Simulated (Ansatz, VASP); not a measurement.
# AlSi5 in VASP and in Ansatz

Contents of INCAR:

```
SYSTEM = AlSi5
PREC = Accurate
ENCUT = 520
EDIFF = 1E-6
ISMEAR = 0
SIGMA = 0.1
LREAL = .False.
LASPH = .True.
NELM = 80
ALGO = Normal
ISIF = 2
LWAVE = .False.
LCHARG = .False.
GGA = PE
NBANDS = 35
```

The input KPOINTS:

```
Automatic mesh
0
Gamma
  4 4 2
  0 0 0
```

The input POSCAR:

```
AlSi5
1.0
    4.6365045000      0.0000000000      0.0000000000
   -0.0130140839      4.7388915060      0.0000000000
   -0.0728681151     -0.5064749394      8.2586596199
Al Si
2 10
Direct
    0.0363561081      0.4584782741      0.0250859118
    0.5352357899      0.5351569554      0.4990891424
    0.9541171882      0.4821763901      0.7062979875
    0.5532506124      0.5032167694      0.1828098433
    0.4563214854      0.5374288062      0.8180916930
    0.0477086645      0.4786727790      0.3478720454
    0.4922226536      0.0221737205      0.9906785102
    0.9997617113      0.9921750181      0.4774376218
    0.9491716384      0.9930295747      0.8097309981
    0.0163168952      0.9542021465      0.1625627393
    0.4406920221      0.0266706991      0.6718877956
    0.5188452309      0.0166188671      0.3084557118
```

Input for Ansatz:

```yaml
crystal:
  lattice:
    - [4.6365045, 0.0, 0.0]
    - [-0.0130140839, 4.738891506, 0.0]
    - [-0.0728681151, -0.5064749394, 8.2586596199]
  atoms:
    - { symbol: Al, position: [0.0363561081, 0.4584782741, 0.0250859118] }
    - { symbol: Al, position: [0.5352357899, 0.5351569554, 0.4990891424] }
    - { symbol: Si, position: [0.9541171882, 0.4821763901, 0.7062979875] }
    - { symbol: Si, position: [0.5532506124, 0.5032167694, 0.1828098433] }
    - { symbol: Si, position: [0.4563214854, 0.5374288062, 0.818091693] }
    - { symbol: Si, position: [0.0477086645, 0.478672779, 0.3478720454] }
    - { symbol: Si, position: [0.4922226536, 0.0221737205, 0.9906785102] }
    - { symbol: Si, position: [0.9997617113, 0.9921750181, 0.4774376218] }
    - { symbol: Si, position: [0.9491716384, 0.9930295747, 0.8097309981] }
    - { symbol: Si, position: [0.0163168952, 0.9542021465, 0.1625627393] }
    - { symbol: Si, position: [0.4406920221, 0.0266706991, 0.6718877956] }
    - { symbol: Si, position: [0.5188452309, 0.0166188671, 0.3084557118] }
basis:
  ecutwfc: 420
kpoints:
  mp_grid: { grid: [4, 4, 2] }
hamiltonian:
  xc: pbe
scf:
  occupations: { method: gaussian, width: 0.1 }
  lower_state_search: "off"
output:
  forces: true
  stress: true
  eigenvalues: true
```

Change from the starting cell: the structure that the rattled cell fell into.

Alike in both runs: task single point; functional PBE; k mesh 4 × 4 × 2; occupations gaussian, width 0.1 eV; no spin polarisation.

```csv
,VASP,Ansatz
version,VASP 6.6.1,Ansatz 0.2.0
potentials or method,"VASP PAW PBE potentials, release 64 (Al, Si)","scalar-relativistic, plane waves, PAW"
plane-wave cutoff (eV),520,420
valence electrons in the cell,46,46
```

Ansatz gave:

* gap on the k mesh at the Fermi level (eV): none
* pressure (GPa): 1.0
* largest component of the traceless stress (GPa): 3.87
* rms of the force components (eV/Å): 0.160

Q: What did VASP give for the same quantities?

A: gap on the k mesh at the Fermi level (eV): none; pressure (GPa): 0.9; largest component of the traceless stress (GPa): 3.87; rms of the force components (eV/Å): 0.160.

Atom by atom the forces differ by 0.002 eV/Å (rms over components). A gap of «none» marks a metal or a gap that the smearing closes.

Caveats: the k mesh is coarse (spacing up to 0.38 Å⁻¹), so the values aren't converged.
